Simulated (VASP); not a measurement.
Method: PBE GGA with D4 dispersion, VASP's PBE PAW potentials (set 64) (plane waves; VASP 6.6.1).

A VASP calculation is set up with these files.

File KPOINTS:
```
Automatic mesh
0
G
10 10 10
0 0 0
```

**POSCAR**
```
SrO
1
   -0.0000000000     2.5859354018     2.5859354018
    2.5859354018     0.0000000000     2.5859354018
    2.5859354018     2.5859354018     0.0000000000
Sr O
1 1
Direct
  0.0000000000   0.0000000000   0.0000000000
  0.5000000000   0.5000000000   0.5000000000
```

INCAR:
```
SYSTEM = SrO
PREC = Accurate; ENCUT = 520; LREAL = F
LASPH = T
EDIFF = 1E-7; NELM = 100; ALGO = Normal
LMAXMIX = 4
ISMEAR = -5
GGA = PE; IVDW = 13
ISIF = 2
LWAVE = F; LCHARG = T; LORBIT = 11
NEDOS = 601
```

POTCAR, in this order: Sr_sv O (PBE.64 set). Program: vasp_std.

**Question.** What does the run give for the energy per atom (σ→0), dispersion energy, band gap (on the k-mesh)?

**Answer.** 
```yaml
energy per atom (σ→0): -6.193 eV/atom
dispersion_energy: -0.335 eV
band gap (on the k-mesh): 3.27 eV
```

OSZICAR:
```
...
DAV:   9    -0.120503490895E+02   -0.58200E-03   -0.13550E-02  1560   0.984E-01    0.215E-01
DAV:  10    -0.120510210737E+02   -0.67198E-03   -0.11563E-03  1192   0.349E-01    0.542E-02
DAV:  11    -0.120511405331E+02   -0.11946E-03   -0.20615E-04  1356   0.125E-01    0.459E-02
DAV:  12    -0.120511543209E+02   -0.13788E-04   -0.26832E-05  1260   0.525E-02    0.241E-02
DAV:  13    -0.120511534333E+02    0.88765E-06   -0.42818E-06  1376   0.236E-02    0.246E-03
DAV:  14    -0.120511532587E+02    0.17453E-06   -0.45652E-07  1416   0.632E-03    0.153E-03
DAV:  15    -0.120511531769E+02    0.81861E-07   -0.28882E-08   828   0.163E-03
   1 F= -.12386228E+02 E0= -.12386228E+02  d E =0.000000E+00
```

The compound is SrO in the rock salt structure. It was relaxed first.
